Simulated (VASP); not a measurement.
All values below come from PBE GGA, VASP's PBE PAW potentials (set 64) (plane waves; VASP 6.6.1).

The input files of a VASP run:

**INCAR**
```
ALGO = Normal
EDIFF = 1E-6
ENCUT = 400
GGA = PE
ISIF = 2
ISMEAR = 0
ISPIN = 2
LASPH = .TRUE.
LCHARG = .FALSE.
LMAXMIX = 4
LORBIT = 10
LREAL = .FALSE.
LWAVE = .FALSE.
MAGMOM = 2*2.0 2*0.0
NBANDS = 19
NELM = 100
PREC = Accurate
SIGMA = 0.05
SYSTEM = VAs
```

POSCAR:
```
VAs
6.9838620
  0.4630227516  -0.3383703744   0.0000000000
  0.4630227516   0.3383703744   0.0000000000
 -0.1680603082   0.0000000000   1.0000000000
V As
2 2
Direct
  0.0000000000   0.5000000000   0.0000000000
  0.5000000000   0.0000000000   0.5000000000
  0.5816000000   0.4184000000   0.2500000000
  0.4184000000   0.5816000000   0.7500000000
```

**KPOINTS**
```
Automatic mesh
0
Gamma
5 5 3
0 0 0
```

POTCAR, in this order: V_sv As (PBE.64 set). Program: vasp_std.

Output

File OUTCAR:
```
 ion  position               nearest neighbor table
   1  0.000  0.500  0.000-   3 2.69   4 2.69   4 2.71   3 2.71
   2  0.500  0.000  0.500-   4 2.69   3 2.69   4 2.71   3 2.71
   3  0.582  0.418  0.250-   2 2.69   1 2.69   2 2.71   1 2.71
   4  0.418  0.582  0.750-   1 2.69   2 2.69   2 2.71   1 2.71
  LATTYP: Found a base centered monoclinic cell.
 ALAT       =     6.4673740000
 B/A-ratio  =     0.7307856326
 C/A-ratio  =     1.0950042915
 COS(beta)  =    -0.1657360588
 Subroutine PRICEL returns:
 Original cell was already a primitive cell.
 Subroutine GETGRP returns: Found  4 space group operations
The static configuration has the point symmetry S_2 .
 The point group associated with its full space group is C_2h.
The dynamic configuration has the point symmetry S_2 .
The overall configuration has the point symmetry S_2 .
 Subroutine INISYM returns: Found  4 space group operations
 Subroutine IBZKPT returns following result:
 Found     24 irreducible k-points:

 Following reciprocal coordinates:
            Coordinates               Weight
  0.000000  0.000000  0.000000      1.000000
  0.200000 -0.000000 -0.000000      4.000000
  0.400000 -0.000000  0.000000      4.000000
  0.200000  0.200000 -0.000000      2.000000
  0.400000  0.200000 -0.000000      4.000000
 -0.400000  0.200000 -0.000000      4.000000
 -0.200000  0.200000  0.000000      2.000000
  0.400000  0.400000  0.000000      2.000000
 -0.400000  0.400000  0.000000      2.000000
  0.000000  0.000000  0.333333      2.000000
  0.200000 -0.000000  0.333333      4.000000
  0.400000 -0.000000  0.333333      4.000000
 -0.400000  0.000000  0.333333      4.000000
 -0.200000  0.000000  0.333333      4.000000
  0.200000  0.200000  0.333333      2.000000
  0.400000  0.200000  0.333333      4.000000
 -0.400000  0.200000  0.333333      4.000000
 -0.200000  0.200000  0.333333      4.000000
  0.400000  0.400000  0.333333      2.000000
 -0.400000  0.400000  0.333333      4.000000
 -0.200000  0.400000  0.333333      4.000000
 -0.400000 -0.400000  0.333333      2.000000
 -0.200000 -0.400000  0.333333      4.000000
 -0.200000 -0.200000  0.333333      2.000000
   k-points           NKPTS =     24   k-points in BZ     NKDIM =     24   number of bands    NBANDS=     19
   number of dos      NEDOS =    301   number of ions     NIONS =      4
   total plane-waves  NPLWV =  37632
   dimension x,y,z NGX =    28 NGY =   28 NGZ =   48
   dimension x,y,z NGXF=    56 NGYF=   56 NGZF=   96
   ions per type =               2   2
   PREC   = accura    normal or accurate (medium, high low for compatibility)
   ISTART =      0    job   : 0-new  1-cont  2-samecut
   ICHARG =      2    charge: 1-file 2-atom 10-const
   ISPIN  =      2    spin polarized calculation?
   LNONCOLLINEAR =      F non collinear calculations
   LSORBIT =      F    spin-orbit coupling
   INIWAV =      1    electr: 0-lowe 1-rand  2-diag
   ENCUT  =  400.0 eV  29.40 Ry    5.42 a.u.   6.53  6.53 11.55*2*pi/ulx,y,z
   NELM   =    100;   NELMIN=  2; NELMDL= -5     # of ELM steps
   EDIFF  = 0.1E-05   stopping-criterion for ELM
   LREAL  =      F    real-space projection
   NLSPLINE    = F    spline interpolate recip. space projectors
   LMAXMIX     =    4 max onsite mixed and CHGCAR
   VOSKOWN=      0    Vosko Wilk Nusair interpolation
   EDIFFG = 0.1E-04   stopping-criterion for IOM
   NSW    =      0    number of steps for IOM
   NBLOCK =      1;   KBLOCK =      1    inner block; outer block
   IBRION =     -1    ionic relax: 0-MD 1-quasi-New 2-CG
   NFREE  =      0    steps in history (QN), initial steepest desc. (CG)
   ISIF   =      2    stress and relaxation
   ISYM   =      2    0-nonsym 1-usesym 2-fastsym
   TEIN   =    0.0    initial temperature
...
```

### OSZICAR
```
...
DAV:  12    -0.240097048081E+02   -0.39459E-01   -0.55801E-01  2856   0.252E+00    0.681E-01
DAV:  13    -0.240430404084E+02   -0.33336E-01   -0.30587E-01  2904   0.188E+00    0.489E-01
DAV:  14    -0.240587692877E+02   -0.15729E-01   -0.16485E-01  2760   0.152E+00    0.308E-01
DAV:  15    -0.240693645414E+02   -0.10595E-01   -0.51796E-02  2744   0.101E+00    0.229E-01
DAV:  16    -0.240725279300E+02   -0.31634E-02   -0.31717E-02  2736   0.643E-01    0.174E-01
DAV:  17    -0.240743947802E+02   -0.18669E-02   -0.33856E-02  2840   0.646E-01    0.130E-01
DAV:  18    -0.240767921010E+02   -0.23973E-02   -0.17261E-02  2672   0.404E-01    0.851E-02
DAV:  19    -0.240779495531E+02   -0.11575E-02   -0.12830E-02  2648   0.355E-01    0.472E-02
DAV:  20    -0.240787415378E+02   -0.79198E-03   -0.53739E-03  2543   0.227E-01    0.343E-02
DAV:  21    -0.240792226246E+02   -0.48109E-03   -0.49704E-03  2672   0.124E-01    0.276E-02
DAV:  22    -0.240795628278E+02   -0.34020E-03   -0.38445E-03  2648   0.122E-01    0.197E-02
DAV:  23    -0.240797878968E+02   -0.22507E-03   -0.22598E-03  2848   0.828E-02    0.122E-02
DAV:  24    -0.240799325494E+02   -0.14465E-03   -0.14418E-03  2632   0.645E-02    0.883E-03
DAV:  25    -0.240800446325E+02   -0.11208E-03   -0.12429E-03  2600   0.588E-02    0.695E-03
DAV:  26    -0.240801363618E+02   -0.91729E-04   -0.82457E-04  1920   0.364E-02    0.555E-03
DAV:  27    -0.240802006045E+02   -0.64243E-04   -0.64202E-04  1984   0.245E-02    0.670E-03
DAV:  28    -0.240802521720E+02   -0.51568E-04   -0.55756E-04  1976   0.317E-02    0.129E-02
DAV:  29    -0.240802990193E+02   -0.46847E-04   -0.44060E-04  1786   0.254E-02    0.123E-02
DAV:  30    -0.240803369993E+02   -0.37980E-04   -0.37290E-04  2405   0.303E-02    0.100E-02
DAV:  31    -0.240803683902E+02   -0.31391E-04   -0.32097E-04  2392   0.304E-02    0.757E-03
DAV:  32    -0.240803944882E+02   -0.26098E-04   -0.24816E-04  1800   0.209E-02    0.633E-03
DAV:  33    -0.240804145697E+02   -0.20082E-04   -0.19587E-04  1182   0.137E-02    0.657E-03
DAV:  34    -0.240804319769E+02   -0.17407E-04   -0.17230E-04  1137   0.872E-03    0.707E-03
DAV:  35    -0.240804491799E+02   -0.17203E-04   -0.16650E-04  1719   0.128E-02    0.733E-03
DAV:  36    -0.240804595686E+02   -0.10389E-04   -0.15728E-04  1858   0.229E-02    0.106E-02
DAV:  37    -0.240804727130E+02   -0.13144E-04   -0.12455E-04  1104   0.902E-03    0.109E-02
DAV:  38    -0.240804869582E+02   -0.14245E-04   -0.12180E-04  1645   0.152E-02    0.964E-03
DAV:  39    -0.240804991189E+02   -0.12161E-04   -0.11627E-04  1382   0.100E-02    0.100E-02
DAV:  40    -0.240805090248E+02   -0.99059E-05   -0.10256E-04  1059   0.760E-03    0.105E-02
DAV:  41    -0.240805177708E+02   -0.87460E-05   -0.93832E-05  1056   0.520E-03    0.117E-02
DAV:  42    -0.240805277942E+02   -0.10023E-04   -0.10366E-04  1047   0.459E-03    0.127E-02
DAV:  43    -0.240805375473E+02   -0.97531E-05   -0.95027E-05  1047   0.471E-03    0.126E-02
DAV:  44    -0.240805463877E+02   -0.88404E-05   -0.85492E-05  1035   0.457E-03    0.129E-02
DAV:  45    -0.240805542080E+02   -0.78203E-05   -0.84043E-05  1035   0.513E-03    0.137E-02
DAV:  46    -0.240805632820E+02   -0.90740E-05   -0.85121E-05  1038   0.544E-03    0.138E-02
DAV:  47    -0.240805717620E+02   -0.84799E-05   -0.85653E-05  1026   0.554E-03    0.139E-02
DAV:  48    -0.240805802755E+02   -0.85135E-05   -0.85315E-05  1011   0.422E-03    0.148E-02
DAV:  49    -0.240805882786E+02   -0.80031E-05   -0.89203E-05  1002   0.630E-03    0.156E-02
DAV:  50    -0.240805982035E+02   -0.99249E-05   -0.91744E-05  1142   0.582E-03    0.159E-02
DAV:  51    -0.240806086380E+02   -0.10434E-04   -0.94157E-05  1365   0.816E-03    0.165E-02
DAV:  52    -0.240806170754E+02   -0.84374E-05   -0.92499E-05  1014   0.645E-03    0.173E-02
DAV:  53    -0.240806234331E+02   -0.63577E-05   -0.97158E-05  1203   0.908E-03    0.192E-02
DAV:  54    -0.240806327706E+02   -0.93375E-05   -0.99426E-05   993   0.483E-03    0.205E-02
DAV:  55    -0.240806426608E+02   -0.98902E-05   -0.10130E-04   975   0.385E-03    0.213E-02
DAV:  56    -0.240806543925E+02   -0.11732E-04   -0.10702E-04   969   0.555E-03    0.218E-02
DAV:  57    -0.240806657354E+02   -0.11343E-04   -0.11335E-04   963   0.489E-03    0.227E-02
DAV:  58    -0.240806766574E+02   -0.10922E-04   -0.11553E-04   957   0.396E-03    0.238E-02
DAV:  59    -0.240806888342E+02   -0.12177E-04   -0.11981E-04   996   0.444E-03    0.247E-02
DAV:  60    -0.240806989484E+02   -0.10114E-04   -0.12504E-04   984   0.735E-03    0.264E-02
DAV:  61    -0.240807088104E+02   -0.98620E-05   -0.12832E-04  1045   0.770E-03    0.277E-02
DAV:  62    -0.240807226996E+02   -0.13889E-04   -0.13575E-04   960   0.504E-03    0.284E-02
DAV:  63    -0.240807365409E+02   -0.13841E-04   -0.14412E-04   948   0.371E-03    0.296E-02
DAV:  64    -0.240807511496E+02   -0.14609E-04   -0.14536E-04   948   0.368E-03    0.307E-02
DAV:  65    -0.240807650945E+02   -0.13945E-04   -0.14671E-04   948   0.341E-03    0.316E-02
DAV:  66    -0.240807811214E+02   -0.16027E-04   -0.17304E-04   948   0.508E-03    0.326E-02
DAV:  67    -0.240807982722E+02   -0.17151E-04   -0.17843E-04   948   0.371E-03    0.338E-02
DAV:  68    -0.240808132679E+02   -0.14996E-04   -0.16579E-04   948   0.446E-03    0.355E-02
DAV:  69    -0.240808294665E+02   -0.16199E-04   -0.17072E-04   948   0.397E-03    0.364E-02
DAV:  70    -0.240808470281E+02   -0.17562E-04   -0.18349E-04   948   0.336E-03    0.374E-02
DAV:  71    -0.240808650929E+02   -0.18065E-04   -0.18472E-04   948   0.509E-03    0.386E-02
DAV:  72    -0.240808838114E+02   -0.18719E-04   -0.18660E-04   939   0.361E-03    0.401E-02
DAV:  73    -0.240809034205E+02   -0.19609E-04   -0.19623E-04   939   0.430E-03    0.412E-02
DAV:  74    -0.240809216804E+02   -0.18260E-04   -0.19809E-04   939   0.455E-03    0.422E-02
DAV:  75    -0.240809411068E+02   -0.19426E-04   -0.19886E-04   939   0.370E-03    0.433E-02
DAV:  76    -0.240809685896E+02   -0.27483E-04   -0.22834E-04  1425   0.129E-02    0.450E-02
DAV:  77    -0.240809910946E+02   -0.22505E-04   -0.22648E-04  1275   0.102E-02    0.462E-02
DAV:  78    -0.240810125443E+02   -0.21450E-04   -0.21068E-04  1142   0.749E-03    0.474E-02
DAV:  79    -0.240810332044E+02   -0.20660E-04   -0.21120E-04  1032   0.635E-03    0.479E-02
DAV:  80    -0.240810535927E+02   -0.20388E-04   -0.21000E-04  1029   0.592E-03    0.491E-02
DAV:  81    -0.240810639555E+02   -0.10363E-04   -0.23373E-04  1869   0.228E-02    0.482E-02
DAV:  82    -0.240810868625E+02   -0.22907E-04   -0.22245E-04  1083   0.971E-03    0.492E-02
DAV:  83    -0.240811082787E+02   -0.21416E-04   -0.20944E-04   948   0.588E-03    0.497E-02
DAV:  84    -0.240811329105E+02   -0.24632E-04   -0.23984E-04   948   0.478E-03    0.507E-02
DAV:  85    -0.240811619855E+02   -0.29075E-04   -0.29063E-04   948   0.420E-03    0.526E-02
DAV:  86    -0.240811950941E+02   -0.33109E-04   -0.25872E-04  1911   0.211E-02    0.527E-02
DAV:  87    -0.240812155812E+02   -0.20487E-04   -0.22132E-04  1074   0.969E-03    0.530E-02
DAV:  88    -0.240812368792E+02   -0.21298E-04   -0.23315E-04  1020   0.737E-03    0.528E-02
DAV:  89    -0.240812606945E+02   -0.23815E-04   -0.23075E-04   993   0.599E-03    0.528E-02
DAV:  90    -0.240812823431E+02   -0.21649E-04   -0.21691E-04   960   0.543E-03    0.530E-02
DAV:  91    -0.240813057091E+02   -0.23366E-04   -0.21504E-04  1336   0.108E-02    0.534E-02
DAV:  92    -0.240813274877E+02   -0.21779E-04   -0.21619E-04  1053   0.872E-03    0.533E-02
DAV:  93    -0.240813490094E+02   -0.21522E-04   -0.21066E-04   991   0.647E-03    0.543E-02
DAV:  94    -0.240813697362E+02   -0.20727E-04   -0.20003E-04  1002   0.659E-03    0.544E-02
DAV:  95    -0.240813892386E+02   -0.19502E-04   -0.19298E-04   969   0.540E-03    0.549E-02
DAV:  96    -0.240814127627E+02   -0.23524E-04   -0.19330E-04  1620   0.130E-02    0.552E-02
DAV:  97    -0.240814302887E+02   -0.17526E-04   -0.18183E-04   987   0.713E-03    0.555E-02
DAV:  98    -0.240814471131E+02   -0.16824E-04   -0.18075E-04   945   0.512E-03    0.557E-02
DAV:  99    -0.240814645948E+02   -0.17482E-04   -0.17162E-04   939   0.420E-03    0.563E-02
DAV: 100    -0.240814797285E+02   -0.15134E-04   -0.16068E-04   939   0.453E-03
   1 F= -.24081480E+02 E0= -.24079464E+02  d E =-.403204E-02  mag=     2.0000
```

### OUTCAR
```
------------------------ aborting loop EDIFF was not reached (unconverged)  ----------------------------
  FORCE on cell =-STRESS in cart. coord.  units (eV):
  Direction    XX          YY          ZZ          XY          YZ          ZX
  --------------------------------------------------------------------------------------
  Total      -10.1387525     -7.5813596     -9.3468240      0.0000000      0.0000000      1.1227147
  in kB     -152.1890826   -113.8009985   -140.3017348      0.0000000      0.0000000     16.8526571
  external PRESSURE =    -135.4306053 kB  Pullay stress =       0.0000000 kB
  volume of cell :      106.74
      direct lattice vectors                 reciprocal lattice vectors
     3.233687000 -2.363132000  0.000000000     0.154622262 -0.211583610  0.025985865
     3.233687000  2.363132000  0.000000000     0.154622262  0.211583610  0.025985865
    -1.173710000  0.000000000  6.983862000     0.000000000  0.000000000  0.143187251
 POSITION                                       TOTAL-FORCE (eV/Angst)
 -----------------------------------------------------------------------------------
      1.61684      1.18157      0.00000         0.000000      0.000000      0.000000
      1.02999     -1.18157      3.49193         0.000000     -0.000000      0.000000
      2.94026     -0.38566      1.74597         0.000000     -0.186875     -0.000000
      2.35340      0.38566      5.23790        -0.000000      0.186875      0.000000
 -----------------------------------------------------------------------------------
    total drift:                                0.000000      0.000000      0.000000
  FREE ENERGIE OF THE ION-ELECTRON SYSTEM (eV)
  ---------------------------------------------------
  free  energy   TOTEN  =       -24.0814797285 eV

  energy  without entropy=      -24.0774476853  energy(sigma->0) =      -24.07946371

 total charge

# of ion       s       p       d       tot
------------------------------------------
    1        2.188   6.071   2.931  11.190
    2        2.188   6.071   2.931  11.190
    3        1.232   1.456   0.022   2.710
    4        1.232   1.456   0.022   2.710
--------------------------------------------------
tot          6.839  15.054   5.906  27.800

 magnetization (x)

# of ion       s       p       d       tot
------------------------------------------
    1        0.012  -0.003   1.180   1.189
    2        0.012  -0.003   1.180   1.189
    3       -0.009  -0.166   0.004  -0.171
    4       -0.009  -0.166   0.004  -0.171
--------------------------------------------------
tot          0.005  -0.337   2.367   2.035
```
(Selected blocks of OUTCAR.)

### stdout
```
...
 -----------------------------------------------------------------------------
|                                                                             |
|           W    W    AA    RRRRR   N    N  II  N    N   GGGG   !!!           |
|           W    W   A  A   R    R  NN   N  II  NN   N  G    G  !!!           |
|           W    W  A    A  R    R  N N  N  II  N N  N  G       !!!           |
|           W WW W  AAAAAA  RRRRR   N  N N  II  N  N N  G  GGG   !            |
|           WW  WW  A    A  R   R   N   NN  II  N   NN  G    G                |
|           W    W  A    A  R    R  N    N  II  N    N   GGGG   !!!           |
|                                                                             |
|     The electronic self-consistency was not achieved in the given           |
|     number of steps (NELM). The forces and other quantities evaluated       |
|     might not be reliable so examine the results carefully. If you find     |
|     spurious results, we suggest increasing NELM, if you were close to      |
|     convergence or switching to a different ALGO or adjusting the           |
|     density mixing parameters otherwise.                                    |
|                                                                             |
 -----------------------------------------------------------------------------

 -----------------------------------------------------------------------------
|                                                                             |
|           W    W    AA    RRRRR   N    N  II  N    N   GGGG   !!!           |
|           W    W   A  A   R    R  NN   N  II  NN   N  G    G  !!!           |
|           W    W  A    A  R    R  N N  N  II  N N  N  G       !!!           |
|           W WW W  AAAAAA  RRRRR   N  N N  II  N  N N  G  GGG   !            |
|           WW  WW  A    A  R   R   N   NN  II  N   NN  G    G                |
|           W    W  A    A  R    R  N    N  II  N    N   GGGG   !!!           |
|                                                                             |
|     Your highest band is occupied at some k-points! Unless you are          |
|     performing a calculation for an insulator or semiconductor, without     |
|     unoccupied bands, you have included TOO FEW BANDS!! Please increase     |
|     the parameter NBANDS in file INCAR to ensure that the highest band      |
|     is unoccupied at all k-points. It is always recommended to include      |
|     a few unoccupied bands to accelerate the convergence of                 |
|     molecular-dynamics runs (even for insulators or semiconductors),        |
|     since the presence of unoccupied bands improves wavefunction            |
|     prediction and helps to suppress 'band-crossings'.                      |
|                                                                             |
 -----------------------------------------------------------------------------

   1 F= -.24081480E+02 E0= -.24079464E+02  d E =-.403204E-02  mag=     2.0000
```

The run did not converge; its last values are not results.

The structure was generated: VAs was put into the tenorite type (C2/c), which need not be its known phase. The cell was not relaxed at this level. The run is one of a series of settings (NBANDS = 19 against the base run), some of them coarse on purpose. VASP warned that the highest band is occupied, so more bands are needed.
